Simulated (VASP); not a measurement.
The system is BP.

```
B P
1.0
     0.00000    2.27313    2.27313
     2.27313    0.00000    2.27313
     2.27313    2.27313    0.00000
B P
1 1
Cartesian
  0.0000 0.0000 0.0000
  3.4097 3.4097 3.4097
```

The cell is a database's computed one.

Program: VASP 6.6.1. Alike in all runs: task band structure; no spin polarisation; cell as given; cutoff (eV) 450; smearing gaussian 0.02 eV. Hardware: 2 MPI ranks on AMD EPYC 9R45 (Zen 5) (shared host).

Problem. Order these runs on this cell by their wall time, lowest first.
A. level LDA; potentials or basis VASP PAW LDA potentials, release 64 (B, P); k mesh 14 × 14 × 14
B. level HSE06; potentials or basis VASP PAW PBE potentials, release 64 (B, P); k mesh 10 × 10 × 10; grid for exact exchange (PRECFOCK) Fast; screening parameter 0.2 1/A
C. level r2SCAN; potentials or basis VASP PAW PBE potentials, release 64 (B, P); k mesh 14 × 14 × 14

Solution. A (10 s), C (51 s), B (1900 s).

Runs at the PBE level aren't shown here.
